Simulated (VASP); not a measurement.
**Ga (alpha): computed properties**

These are PBEsol GGA, VASP's PBE PAW potentials (set 64) (plane waves; VASP) values and carry that method's errors.

space group: Cmce (64)
cell: a = 4.403 Å, b = 7.586 Å, c = 4.525 Å, α = β = γ = 90.00°
volume per atom: 18.89 Å³/atom
band gap (over mesh and band path): none (metal, semimetal or under 0.01 eV)
density: 6.13 g/cm³

```
CELL_PARAMETERS angstrom
      2.20143    -3.79308     0.00000
      2.20143     3.79308     0.00000
      0.00000     0.00000     4.52477
ATOMIC_POSITIONS crystal
  Ga 0.15552 0.84448 0.91763
  Ga 0.34448 0.65552 0.41763
  Ga 0.65552 0.34448 0.58237
  Ga 0.84448 0.15552 0.08237
```

The compound is Ga in the alpha structure. It was relaxed first. Symmetry was kept, so distortions that lower it aren't found.
